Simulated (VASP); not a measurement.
# SiNiO (P4/nmm) in VASP: single point with r2SCAN

Aim: the single point of SiNiO with r2SCAN.

Everything below comes from runs of VASP 6.6.1. Logs are shortened: lines on timing, memory, paths and dates and some standing lists are left out, and cuts for length are marked.

### 1 The structure

The structure is tetragonal, space group P4/nmm (No. 129). The conventional cell has a = 3.317 Å, b = 3.317 Å, c = 7.472 Å, α = 90.00°, β = 90.00°, γ = 90.00°. Ni (site symmetry 4mm) is surrounded by 5 O at 2.47 to 2.65 Å and 4 Si at 2.61 Å. O (site symmetry 4mm) has 5 Ni at 2.47 to 2.65 Å as nearest neighbours. Around Si (site symmetry -4m2) lie 4 Si at 2.35 Å and 4 Ni at 2.61 Å.

The cell was built by a generator and needn't be a form met in nature.

### 2 Single point, r2SCAN

POSCAR reads:

```
SiNiO
1.0
    3.3165418800      0.0000000000      0.0000000000
    0.0000000000      3.3165418800      0.0000000000
    0.0000000000      0.0000000000      7.4716415500
Ni O Si
2 2 2
Direct
    0.0000000000      0.5000000000      0.2700000000
    0.5000000000      0.0000000000      0.7300000000
    0.0000000000      0.5000000000      0.6250000000
    0.5000000000      0.0000000000      0.3750000000
    0.0000000000      0.0000000000      0.0000000000
    0.5000000000      0.5000000000      0.0000000000
```

INCAR.step1 reads:

```
PREC = Accurate
ENCUT = 520
ISMEAR = -1
SIGMA = 0.1
LREAL = False
LASPH = True
NELM = 100
NBANDS = 29
GGA = PE
ALGO = Normal
EDIFF = 1E-4
LWAVE = True
LCHARG = False
```

INCAR.step2 reads:

```
PREC = Accurate
ENCUT = 520
EDIFF = 1E-6
ISMEAR = -1
SIGMA = 0.1
LREAL = False
LASPH = True
NELM = 100
ALGO = Normal
ISIF = 2
LWAVE = False
LCHARG = False
METAGGA = R2SCAN
LMIXTAU = True
NBANDS = 29
ISTART = 1
```

KPOINTS reads:

```
regular mesh
0
Gamma
  10 10 5
```

Potentials or basis: VASP PAW PBE potentials, release 64 (Ni, O, Si).

Command:

```sh
$ cat potpaw_PBE.64/Ni/POTCAR potpaw_PBE.64/O/POTCAR potpaw_PBE.64/Si/POTCAR > POTCAR
$ cp INCAR.step1 INCAR
$ mpirun -np 1 vasp_std > vasp.out
$ cp INCAR.step2 INCAR
$ mpirun -np 1 vasp_std > vasp.out
```

OUTCAR:

```text
PREC = Accurate
   ENCUT = 520
   EDIFF = 1E-6
   ISMEAR = -1
   LREAL = False
   LASPH = True
   NELM = 100
   ISIF = 2
   METAGGA = R2SCAN
   ISTART = 1

 ion  position               nearest neighbor table
   1  0.000  0.500  0.270-   4 2.47   4 2.47   4 2.47   4 2.47   5 2.61   6 2.61   6 2.61   5 2.61

   2  0.500  0.000  0.730-   3 2.47   3 2.47   3 2.47   3 2.47   6 2.61   6 2.61   5 2.61   5 2.61

   3  0.000  0.500  0.625-   2 2.47   2 2.47   2 2.47   2 2.47
   4  0.500  0.000  0.375-   1 2.47   1 2.47   1 2.47   1 2.47
   5  0.000  0.000  0.000-   6 2.35   6 2.35   6 2.35   6 2.35   2 2.61   2 2.61   1 2.61   1 2.61

   6  0.500  0.500  0.000-   5 2.35   5 2.35   5 2.35   5 2.35   2 2.61   1 2.61   1 2.61   2 2.61

  LATTYP: Found a simple tetragonal cell.
 ALAT       =     3.3165418800
 C/A-ratio  =     2.2528410074

  Lattice vectors:

 A1 = (   3.3165418800,   0.0000000000,   0.0000000000)
 A2 = (   0.0000000000,   3.3165418800,   0.0000000000)
 A3 = (   0.0000000000,   0.0000000000,   7.4716415500)

Analysis of symmetry for initial positions (statically):
=====================================================================
 Subroutine PRICEL returns:
 Original cell was already a primitive cell.

 Routine SETGRP: Setting up the symmetry group for a
 simple tetragonal supercell.

 Subroutine GETGRP returns: Found 16 space group operations
 (whereof  8 operations were pure point group operations)
 out of a pool of 16 trial point group operations.

The static configuration has the point symmetry D_2d.
 The point group associated with its full space group is D_4h.

Analysis of symmetry for dynamics (positions and initial velocities):
=====================================================================
 Subroutine PRICEL returns:
 Original cell was already a primitive cell.

 Routine SETGRP: Setting up the symmetry group for a
 simple tetragonal supercell.

 Subroutine GETGRP returns: Found 16 space group operations
 (whereof  8 operations were pure point group operations)
 out of a pool of 16 trial point group operations.

The dynamic configuration has the point symmetry D_2d.
 The point group associated with its full space group is D_4h.

 Subroutine INISYM returns: Found 16 space group operations
 (whereof  8 operations are pure point group operations),
 and found     1 'primitive' translations

[... 101 lines left out ...]
   NELM   =    100;   NELMIN=  2; NELMDL=  0     # of ELM steps
   EDIFF  = 0.1E-05   stopping-criterion for ELM
   LREAL  =      F    real-space projection
   EDIFFG = 0.1E-04   stopping-criterion for IOM
   NSW    =      0    number of steps for IOM
   IBRION =     -1    ionic relax: 0-MD 1-quasi-New 2-CG
   NFREE  =      0    steps in history (QN), initial steepest desc. (CG)
   ISIF   =      2    stress and relaxation
   ISYM   =      2    0-nonsym 1-usesym 2-fastsym
   POTIM  = 0.5000    time-step for ionic-motion
   TEBEG  =    0.0;   TEEND  =   0.0 temperature during run
   PSTRESS=    0.0 pullay stress
   NELECT =      40.0000    total number of electrons
   NUPDOWN=      -1.0000    fix difference up-down
   EMIN   =  10.00;   EMAX   =-10.00  energy-range for DOS
   EFERMI =   0.00;   METHOD = LEGACY
   ISMEAR =    -1;   SIGMA  =   0.10  broadening in eV -4-tet -1-fermi 0-gaus
   EFERMI_NEDOS =   21; number of points for ismear=-14 and -15
   IALGO  =     38    algorithm
   IMIX   =      4    mixing-type and parameters
     AMIX     =   0.40;   BMIX     =  1.00
     AMIX_MAG =   1.60;   BMIX_MAG =  1.00
  volume/ion in A,a.u.               =      13.70        92.43
  Fermi-wavevector in a.u.,A,eV,Ry     =   1.287753  2.433500 22.562639  1.658307
  Thomas-Fermi vector in A             =   2.419748
   LORBIT       =      0    0 simple, 1 ext, 2 COOP (PROOUT), +10 PAW based schemes
   METAGGA = R2SCAN    functional components
   LHFCALC =     F    Hartree Fock is set to
   AEXX    =    0.0000 exact exchange contribution
   IVDW    =     0    specifies the selected vdW correction
   LEPSILON=     F    determine dielectric tensor
   LRPA    =     F    only Hartree local field effects (RPA)
 non-spin polarized calculation
  energy-cutoff  :      520.00
  volume of cell :       82.18
 maximum number of plane-waves:      2240
 NGX is ok and might be reduce to    28
   NGX = 13   NGY = 13   NGZ = 27

 number of electron      40.0000003 magnetization

 Free energy of the ion-electron system (eV)
  ---------------------------------------------------
  ext. energy  EPLUGINS =         0.00000000
  ---------------------------------------------------
  free energy    TOTEN  =       -49.88245567 eV

  energy without entropy =      -49.59147526  energy(sigma->0) =      -49.73696546

 E-fermi :   4.8577     XC(G=0): -11.3537

 val. band max:        4.8567273620   @ k =   0.1000   0.0000   0.2000
 cond. band min:       4.8638667257   @ k =   0.2000   0.0000   0.2000
 fundamental gap:      0.0071393637
 Fermi energy:         4.8577116074

 k-point     1 :       0.0000    0.0000    0.0000
  band No.  band energies     occupation
      1     -12.8662      2.00000
      2     -12.3123      2.00000
      3      -8.7475      2.00000
      4      -1.0576      2.00000
      5       1.7046      2.00000
      6       2.0721      2.00000
[... 757 lines left out ...]
     28      11.8787      0.00000
     29      13.6403      0.00000

 [... further k-points ...]

------------------------ aborting loop because EDIFF is reached ----------------------------------------

  FORCE on cell =-STRESS in cart. coord.  units (eV):
  Direction    XX          YY          ZZ          XY          YZ          ZX
  --------------------------------------------------------------------------------------
  -------------------------------------------------------------------------------------
  Total       -6.9811017     -6.9811017    -14.4830202      0.0000000     -0.0000000     -0.0000000
  in kB     -136.0966856   -136.0966856   -282.3467021      0.0000000     -0.0000000     -0.0000000
  external PRESSURE =    -184.8466911 kB  Pullay stress =       0.0000000 kB

 VOLUME and BASIS-vectors are now :
 -----------------------------------------------------------------------------
  energy-cutoff  :      520.00
  volume of cell :       82.18
      direct lattice vectors                 reciprocal lattice vectors
     3.316541880  0.000000000  0.000000000     0.301518882  0.000000000  0.000000000
     0.000000000  3.316541880  0.000000000     0.000000000  0.301518882  0.000000000
     0.000000000  0.000000000  7.471641550     0.000000000  0.000000000  0.133839397

 POSITION                                       TOTAL-FORCE (eV/Angst)
 -----------------------------------------------------------------------------------
      0.00000      1.65827      2.01734        -0.000000     -0.000000      1.142088
      1.65827      0.00000      5.45430         0.000000     -0.000000     -1.142088
      0.00000      1.65827      4.66978         0.000000     -0.000000      1.242214
      1.65827      0.00000      2.80187        -0.000000     -0.000000     -1.242214
      0.00000      0.00000      0.00000         0.000000     -0.000000     -0.000000
      1.65827      1.65827      0.00000         0.000000      0.000000     -0.000000
 -----------------------------------------------------------------------------------
    total drift:                                0.000000      0.000000      0.000000

  FREE ENERGIE OF THE ION-ELECTRON SYSTEM (eV)
  ---------------------------------------------------
  free  energy   TOTEN  =       -49.8824556652 eV

  energy  without entropy=      -49.5914752553  energy(sigma->0) =      -49.73696546
```

OUTCAR.step1:

```text
PREC = Accurate
   ENCUT = 520
   ISMEAR = -1
   LREAL = False
   LASPH = True
   NELM = 100
[... 1010 lines left out ...]
      1.65827      0.00000      2.80187         0.000000      0.000000     -1.145399
      0.00000      0.00000      0.00000         0.000000      0.000000      0.000000
      1.65827      1.65827      0.00000         0.000000      0.000000      0.000000
 -----------------------------------------------------------------------------------
    total drift:                                0.000000      0.000000      0.000000

  FREE ENERGIE OF THE ION-ELECTRON SYSTEM (eV)
  ---------------------------------------------------
  free  energy   TOTEN  =       -28.9553115901 eV

  energy  without entropy=      -28.6581022310  energy(sigma->0) =      -28.80670691
```

It took 7.1 min on 1 thread of Intel Xeon Platinum 8375C at 2.90GHz (Ice Lake), shared host; peak memory 0.3 GiB.

Results:

| Quantity | Value |
| --- | --- |
| Free energy | -49.8825 eV |
| Pressure | -18.5 GPa |
| Largest force | 1.242 eV/Å |
| Band gap on the k mesh | none (metal or under the smearing width) |

Forces on the atoms (eV/Å):
```
Ni   0.000  0.000  1.142
Ni   0.000  0.000 -1.142
O    0.000  0.000  1.242
O    0.000  0.000 -1.242
Si   0.000  0.000  0.000
Si   0.000  0.000  0.000
```

Stress tensor (GPa, compression positive):
```
-13.61   0.00   0.00
  0.00 -13.61   0.00
  0.00   0.00 -28.23
```

Levels at points of the mesh, in eV from the Fermi level:
| k point | band 16 | band 17 | band 18 | band 19 | band 20 | band 21 | band 22 | band 23 | band 24 | band 25 |
| --- | --- | --- | --- | --- | --- | --- | --- | --- | --- | --- |
| (0.00, 0.00, 0.00) | -0.94 | -0.81 | -0.81 | -0.36 | -0.33 | 0.29 | 0.29 | 2.12 | 2.34 | 2.57 |
| (0.50, 0.00, 0.00) | -1.02 | -0.47 | -0.47 | 0.18 | 0.18 | 0.31 | 0.31 | 1.79 | 1.79 | 4.73 |
| (0.50, 0.50, 0.00) | -0.96 | -0.84 | -0.84 | -0.30 | -0.30 | -0.18 | -0.18 | 2.45 | 2.45 | 3.18 |

Caveat: so large a pressure means that the cell lies far from this level's equilibrium, or that cutoff or potentials fall short; the potentials were made for another functional, which shifts forces and pressure; the run has no spin polarisation, though such a crystal can be magnetic; semilocal functionals often make such compounds metallic where correlation or magnetic order opens a gap, which also shifts bond lengths.
